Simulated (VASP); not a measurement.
These are r2SCAN meta-GGA, VASP's PBE PAW potentials (set 64) (plane waves; VASP) values and carry that method's errors.

The input files of a VASP run:

### POSCAR
```
Tb2SeO2
1
    3.8179215616    -0.0000000000    -0.0000000000
   -1.9089607808     3.3064167762     0.0000000000
   -0.0000000000    -0.0000000000     6.7701616709
Tb Se O
2 1 2
Direct
  0.3333330000   0.6666670000   0.2903527509
  0.6666670000   0.3333330000   0.7096472491
  1.0000000000   1.0000000000   0.0000000000
  0.3333330000   0.6666670000   0.6255144092
  0.6666670000   0.3333330000   0.3744855908
```

### KPOINTS
```
Automatic mesh
0
Gamma
6 6 3
0 0 0
```

INCAR:
```
SYSTEM = Tb2SeO2
PREC = Accurate; ENCUT = 520; LREAL = .FALSE.
LASPH = .TRUE.
EDIFF = 1E-6; NELM = 100; ALGO = Normal
LMAXMIX = 6; LMIXTAU = .TRUE.
ISMEAR = 0; SIGMA = 0.05
METAGGA = R2SCAN
IBRION = 2; NSW = 60; ISIF = 3
EDIFFG = -0.02
LWAVE = .FALSE.; LCHARG = .FALSE.
```

POTCAR, in this order: Tb_3 Se O (PBE.64 set). Program: vasp_std.

Output of the run:

File OSZICAR:
```
...
DAV:   8    -0.108085051887E+03   -0.26973E+01   -0.21642E+00   808   0.117E+01    0.316E+00
DAV:   9    -0.105546731348E+03    0.25383E+01   -0.81654E-01   772   0.716E+00    0.962E-01
DAV:  10    -0.106036474224E+03   -0.48974E+00   -0.43557E-01   778   0.582E+00    0.874E-01
DAV:  11    -0.105971834073E+03    0.64640E-01   -0.11706E-01   808   0.321E+00    0.341E-01
DAV:  12    -0.105982759995E+03   -0.10926E-01   -0.43158E-03   922   0.659E-01    0.885E-02
DAV:  13    -0.105985972381E+03   -0.32124E-02   -0.37981E-03   880   0.461E-01    0.102E-01
DAV:  14    -0.105986382078E+03   -0.40970E-03   -0.18540E-03   856   0.470E-01    0.808E-02
DAV:  15    -0.105986014035E+03    0.36804E-03   -0.42118E-04   916   0.193E-01    0.410E-02
DAV:  16    -0.105986806062E+03   -0.79203E-03   -0.22733E-04   832   0.153E-01    0.105E-02
DAV:  17    -0.105986922152E+03   -0.11609E-03   -0.93669E-05   846   0.836E-02    0.151E-02
DAV:  18    -0.105986925393E+03   -0.32409E-05   -0.51110E-06   922   0.215E-02    0.856E-03
DAV:  19    -0.105986924423E+03    0.96975E-06   -0.14769E-06   644   0.125E-02
   1 F= -.10598692E+03 E0= -.10598692E+03  d E =-.105987E+03
       N       E                     dE             d eps       ncg     rms          rms(c)
DAV:   1    -0.106342192648E+03   -0.35527E+00   -0.85838E+00   748   0.228E+01    0.694E+00
DAV:   2    -0.106039681750E+03    0.30251E+00   -0.15842E+00   790   0.894E+00    0.212E+00
DAV:   3    -0.105982126337E+03    0.57555E-01   -0.67490E-02   766   0.227E+00    0.127E+00
DAV:   4    -0.105947754634E+03    0.34372E-01   -0.81558E-02   784   0.299E+00    0.474E-01
DAV:   5    -0.105936386938E+03    0.11368E-01   -0.57524E-02   748   0.259E+00    0.542E-01
DAV:   6    -0.105941482626E+03   -0.50957E-02   -0.15204E-03   940   0.319E-01    0.489E-01
DAV:   7    -0.105946019483E+03   -0.45369E-02   -0.17171E-03   850   0.277E-01    0.521E-01
DAV:   8    -0.105981946157E+03   -0.35927E-01   -0.97624E-03   760   0.988E-01    0.271E-01
DAV:   9    -0.105981945102E+03    0.10554E-05   -0.20877E-04   944   0.131E-01    0.252E-01
DAV:  10    -0.105981954900E+03   -0.97982E-05   -0.91103E-06   924   0.261E-02    0.259E-01
DAV:  11    -0.105981771443E+03    0.18346E-03   -0.20970E-04   880   0.974E-02    0.155E-01
DAV:  12    -0.105981745165E+03    0.26278E-04   -0.47362E-05   852   0.491E-02    0.117E-01
DAV:  13    -0.105981742714E+03    0.24512E-05   -0.13452E-06   650   0.101E-02    0.115E-01
DAV:  14    -0.105981743420E+03   -0.70575E-06   -0.17592E-07   500   0.344E-03
   2 F= -.10598174E+03 E0= -.10598174E+03  d E =0.518100E-02
       N       E                     dE             d eps       ncg     rms          rms(c)
DAV:   1    -0.106115337061E+03   -0.13359E+00   -0.26590E+00   748   0.128E+01    0.372E+00
DAV:   2    -0.106022177681E+03    0.93159E-01   -0.46934E-01   754   0.497E+00    0.110E+00
DAV:   3    -0.106005999379E+03    0.16178E-01   -0.21816E-02   766   0.134E+00    0.679E-01
DAV:   4    -0.105998569705E+03    0.74297E-02   -0.23410E-02   906   0.157E+00    0.312E-01
DAV:   5    -0.105999599412E+03   -0.10297E-02   -0.12644E-02   754   0.127E+00    0.294E-01
DAV:   6    -0.106001387131E+03   -0.17877E-02   -0.81856E-04   940   0.221E-01    0.215E-01
DAV:   7    -0.106005492959E+03   -0.41058E-02   -0.11995E-03   790   0.377E-01    0.121E-01
DAV:   8    -0.106006125604E+03   -0.63265E-03   -0.40175E-04   814   0.204E-01    0.518E-02
DAV:   9    -0.106006132137E+03   -0.65334E-05   -0.12051E-05   952   0.289E-02    0.505E-02
DAV:  10    -0.106006115523E+03    0.16614E-04   -0.82045E-06   906   0.204E-02    0.465E-02
DAV:  11    -0.106006123827E+03   -0.83037E-05   -0.99032E-06   868   0.299E-02    0.196E-02
DAV:  12    -0.106006129638E+03   -0.58105E-05   -0.42755E-06   802   0.232E-02    0.176E-02
DAV:  13    -0.106006127924E+03    0.17132E-05   -0.24266E-06   656   0.105E-02    0.133E-02
DAV:  14    -0.106006126941E+03    0.98311E-06   -0.25158E-06   610   0.106E-02
   3 F= -.10600613E+03 E0= -.10600613E+03  d E =-.192025E-01
       N       E                     dE             d eps       ncg     rms          rms(c)
DAV:   1    -0.106006247596E+03   -0.11967E-03   -0.23784E-03   760   0.383E-01    0.109E-01
DAV:   2    -0.106006171320E+03    0.76276E-04   -0.38107E-04   784   0.142E-01    0.343E-02
DAV:   3    -0.106006158102E+03    0.13218E-04   -0.17048E-05   814   0.376E-02    0.200E-02
DAV:   4    -0.106006151372E+03    0.67294E-05   -0.19806E-05   956   0.450E-02    0.919E-03
DAV:   5    -0.106006151269E+03    0.10277E-06   -0.10512E-05   796   0.362E-02    0.846E-03
DAV:   6    -0.106006152721E+03   -0.14519E-05   -0.58727E-07   464   0.608E-03    0.649E-03
DAV:   7    -0.106006155436E+03   -0.27142E-05   -0.50284E-07   458   0.828E-03    0.288E-03
DAV:   8    -0.106006156308E+03   -0.87264E-06   -0.37373E-07   446   0.732E-03
   4 F= -.10600616E+03 E0= -.10600616E+03  d E =-.192319E-01
       N       E                     dE             d eps       ncg     rms          rms(c)
DAV:   1    -0.106006183140E+03   -0.27704E-04   -0.73539E-04   772   0.213E-01    0.656E-02
DAV:   2    -0.106006156802E+03    0.26337E-04   -0.14085E-04   808   0.853E-02    0.193E-02
DAV:   3    -0.106006152399E+03    0.44035E-05   -0.64846E-06   818   0.228E-02    0.119E-02
DAV:   4    -0.106006149811E+03    0.25875E-05   -0.68402E-06   850   0.273E-02    0.497E-03
DAV:   5    -0.106006150373E+03   -0.56173E-06   -0.42080E-06   796   0.226E-02
   5 F= -.10600615E+03 E0= -.10600615E+03  d E =-.192259E-01
       N       E                     dE             d eps       ncg     rms          rms(c)
DAV:   1    -0.106006246264E+03   -0.96453E-04   -0.10384E-01   748   0.248E+00    0.256E-01
DAV:   2    -0.106006793603E+03   -0.54734E-03   -0.76144E-03   942   0.577E-01    0.125E-01
DAV:   3    -0.106006788190E+03    0.54126E-05   -0.26435E-04   898   0.127E-01    0.638E-02
DAV:   4    -0.106006761185E+03    0.27005E-04   -0.79227E-05   984   0.778E-02    0.251E-02
DAV:   5    -0.106006772644E+03   -0.11459E-04   -0.25081E-05   850   0.438E-02    0.106E-02
DAV:   6    -0.106006757097E+03    0.15547E-04   -0.16001E-05   838   0.387E-02    0.438E-03
DAV:   7    -0.106006774336E+03   -0.17239E-04   -0.77098E-06   814   0.259E-02    0.251E-03
DAV:   8    -0.106006774551E+03   -0.21496E-06   -0.25131E-07   572   0.463E-03
   6 F= -.10600677E+03 E0= -.10600677E+03  d E =-.624178E-03
       N       E                     dE             d eps       ncg     rms          rms(c)
DAV:   1    -0.106006774830E+03   -0.49433E-06   -0.14270E-03   748   0.291E-01    0.300E-02
DAV:   2    -0.106006782510E+03   -0.76796E-05   -0.10489E-04   946   0.681E-02    0.149E-02
DAV:   3    -0.106006782578E+03   -0.68032E-07   -0.36471E-06   838   0.150E-02
   7 F= -.10600678E+03 E0= -.10600678E+03  d E =-.632205E-03
       N       E                     dE             d eps       ncg     rms          rms(c)
DAV:   1    -0.106006781248E+03    0.12617E-05   -0.53588E-05   784   0.566E-02    0.743E-03
DAV:   2    -0.106006781878E+03   -0.62964E-06   -0.38469E-06   780   0.140E-02
   8 F= -.10600678E+03 E0= -.10600678E+03  d E =-.631505E-03
       N       E                     dE             d eps       ncg     rms          rms(c)
DAV:   1    -0.106006853840E+03   -0.72592E-04   -0.13743E-02   748   0.833E-01    0.811E-02
DAV:   2    -0.106006819284E+03    0.34557E-04   -0.38526E-04   892   0.150E-01    0.461E-02
DAV:   3    -0.106006815864E+03    0.34198E-05   -0.26317E-05   856   0.473E-02    0.215E-02
DAV:   4    -0.106006804930E+03    0.10934E-04   -0.19292E-05   790   0.449E-02    0.867E-03
DAV:   5    -0.106006810484E+03   -0.55538E-05   -0.14382E-05   754   0.408E-02    0.536E-03
DAV:   6    -0.106006815764E+03   -0.52796E-05   -0.33532E-06   660   0.178E-02    0.307E-03
DAV:   7    -0.106006816189E+03   -0.42497E-06   -0.44329E-07   452   0.620E-03
   9 F= -.10600682E+03 E0= -.10600682E+03  d E =-.343108E-04
```

File OUTCAR:
```
------------------------ aborting loop because EDIFF is reached ----------------------------------------
  FORCE on cell =-STRESS in cart. coord.  units (eV):
  Direction    XX          YY          ZZ          XY          YZ          ZX
  --------------------------------------------------------------------------------------
  Total        0.0140669      0.0140669      0.0305668      0.0000000      0.0000000      0.0000000
  in kB        0.2575062      0.2575062      0.5595497      0.0000000      0.0000000      0.0000000
  external PRESSURE =       0.3581874 kB  Pullay stress =       0.0000000 kB
  volume of cell :       87.52
      direct lattice vectors                 reciprocal lattice vectors
     3.848777136  0.000000000  0.000000000     0.259822786  0.150008769  0.000000000
    -1.924388568  3.333138480  0.000000000    -0.000000000  0.300017538 -0.000000000
    -0.000000000  0.000000000  6.822530141     0.000000000  0.000000000  0.146573189
 POSITION                                       TOTAL-FORCE (eV/Angst)
 -----------------------------------------------------------------------------------
     -0.00000      2.22209      1.98474         0.000000      0.000000     -0.004274
      1.92439      1.11105      4.83779        -0.000000     -0.000000      0.004274
     -0.00000      0.00000      0.00000         0.000000     -0.000000     -0.000000
     -0.00000      2.22209      4.26615        -0.000000     -0.000000     -0.009139
      1.92439      1.11105      2.55638         0.000000      0.000000      0.009139
 -----------------------------------------------------------------------------------
    total drift:                                0.000000      0.000000      0.000000
  FREE ENERGIE OF THE ION-ELECTRON SYSTEM (eV)
  ---------------------------------------------------
  free  energy   TOTEN  =      -106.0068161885 eV

  energy  without entropy=     -106.0068161885  energy(sigma->0) =     -106.00681619

 reached required accuracy - stopping structural energy minimisation
```
(Selected blocks of OUTCAR.)

CONTCAR:
```
Tb2SeO2
   1.00000000000000
     3.8487771357779854    0.0000000000000000    0.0000000000000000
    -1.9243885678889927    3.3331384803572548    0.0000000000000000
    -0.0000000000000000    0.0000000000000000    6.8225301412044601
  Tb              Se              O
     2     1     2
Direct
     0.3333330000000032    0.6666669999999968    0.2909089692254332
     0.6666669999999968    0.3333330000000032    0.7090910307745668
     0.0000000000000000    0.0000000000000000    0.0000000000000000
     0.3333330000000032    0.6666669999999968    0.6253027996702064
     0.6666669999999968    0.3333330000000032    0.3746972003297935
```

The 4f electrons are frozen in the core of the lanthanide potential, so 4f levels, which can set the real gap, and their magnetism are missing. Energy and stress use the plane-wave basis of the starting cell.

The structure comes from a computed database's Tb2SeO2 entry (P-3m1); how it stands against other phases isn't given here. This run relaxes it. Symmetry was kept, so distortions that lower it aren't found. The start is the result of an earlier pass.
